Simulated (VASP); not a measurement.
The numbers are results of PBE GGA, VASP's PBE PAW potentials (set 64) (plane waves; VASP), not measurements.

The input files of a VASP run:

File KPOINTS:
```
Automatic mesh
0
Gamma
11 11 11
0 0 0
```

### INCAR
```
# general
SYSTEM =WSi
PREC   =Accurate
ENCUT  =400   # plane-wave cut-off (eV)
LREAL  =.FALSE.
LASPH  =.TRUE.

# electronic loop
EDIFF  =1E-6
NELM   =100   # most electronic steps
ALGO   =Normal   # blocked Davidson
LMAXMIX=6

# smearing
ISMEAR =1   # Methfessel-Paxton
SIGMA  =0.1   # width (eV)

# functional
GGA    =PE   # PBE

# ions
IBRION =2
NSW    =60   # most ionic steps
ISIF   =3   # ions, shape and volume
EDIFFG =-0.01

# output
LWAVE  =.FALSE.
LCHARG =.FALSE.
```

**POSCAR**
```
WSi
1.0
  0.0000000000   2.5128449499   2.5128449499
  2.5128449499   0.0000000000   2.5128449499
  2.5128449499   2.5128449499   0.0000000000
W Si
1 1
Cartesian
  0.0000000000   0.0000000000   0.0000000000
  2.5128449499   2.5128449499   2.5128449499
```

POTCAR, in this order: W_sv Si (PBE.64 set). Program: vasp_std.

Output

### OSZICAR
```
       N       E                     dE             d eps       ncg     rms          rms(c)
DAV:   1     0.922430337189E+02    0.92243E+02   -0.82756E+03  1464   0.120E+03
DAV:   2    -0.157259518531E+02   -0.10797E+03   -0.10515E+03  1716   0.314E+02
DAV:   3    -0.184082582537E+02   -0.26823E+01   -0.25311E+01  1741   0.457E+01
DAV:   4    -0.184348802107E+02   -0.26622E-01   -0.26119E-01  1561   0.499E+00
DAV:   5    -0.184352537233E+02   -0.37351E-03   -0.37323E-03  1721   0.580E-01    0.206E+01
DAV:   6    -0.172408043782E+02    0.11944E+01   -0.46186E+00  1621   0.181E+01    0.542E+00
DAV:   7    -0.172254876786E+02    0.15317E-01   -0.57521E-02  1596   0.215E+00    0.294E+00
DAV:   8    -0.172176597303E+02    0.78279E-02   -0.96445E-03  1686   0.807E-01    0.361E-01
DAV:   9    -0.172175934973E+02    0.66233E-04   -0.18478E-04  1586   0.109E-01    0.143E-01
DAV:  10    -0.172176132225E+02   -0.19725E-04   -0.38932E-05  1636   0.667E-02    0.715E-03
DAV:  11    -0.172176113914E+02    0.18312E-05   -0.14550E-06  1038   0.152E-02    0.306E-03
DAV:  12    -0.172176108957E+02    0.49570E-06   -0.13674E-07   793   0.453E-03
   1 F= -.17217611E+02 E0= -.17218101E+02  d E =-.172176E+02
```

OUTCAR:
```
------------------------ aborting loop because EDIFF is reached ----------------------------------------
  FORCE on cell =-STRESS in cart. coord.  units (eV):
  Direction    XX          YY          ZZ          XY          YZ          ZX
  --------------------------------------------------------------------------------------
  Total       -0.0146959     -0.0146959     -0.0146959      0.0000000      0.0000000      0.0000000
  in kB       -0.7419583     -0.7419583     -0.7419583      0.0000000      0.0000000      0.0000000
  external PRESSURE =      -0.7419583 kB  Pullay stress =       0.0000000 kB
  volume of cell :       31.73
      direct lattice vectors                 reciprocal lattice vectors
     0.000000000  2.512844950  2.512844950    -0.198977657  0.198977657  0.198977657
     2.512844950  0.000000000  2.512844950     0.198977657 -0.198977657  0.198977657
     2.512844950  2.512844950  0.000000000     0.198977657  0.198977657 -0.198977657
 POSITION                                       TOTAL-FORCE (eV/Angst)
 -----------------------------------------------------------------------------------
      0.00000      0.00000      0.00000         0.000000      0.000000     -0.000000
      2.51284      2.51284      2.51284         0.000000      0.000000      0.000000
 -----------------------------------------------------------------------------------
    total drift:                                0.000000     -0.000000     -0.000000
  FREE ENERGIE OF THE ION-ELECTRON SYSTEM (eV)
  ---------------------------------------------------
  free  energy   TOTEN  =       -17.2176108957 eV

  energy  without entropy=      -17.2190803363  energy(sigma->0) =      -17.21810071

 reached required accuracy - stopping structural energy minimisation
```
(Selected blocks of OUTCAR.)

The structure was generated: WSi was put into the rock salt type (Fm-3m), which need not be its known phase. It was relaxed first, which changed the volume by -38 %. The start is the result of an earlier pass.
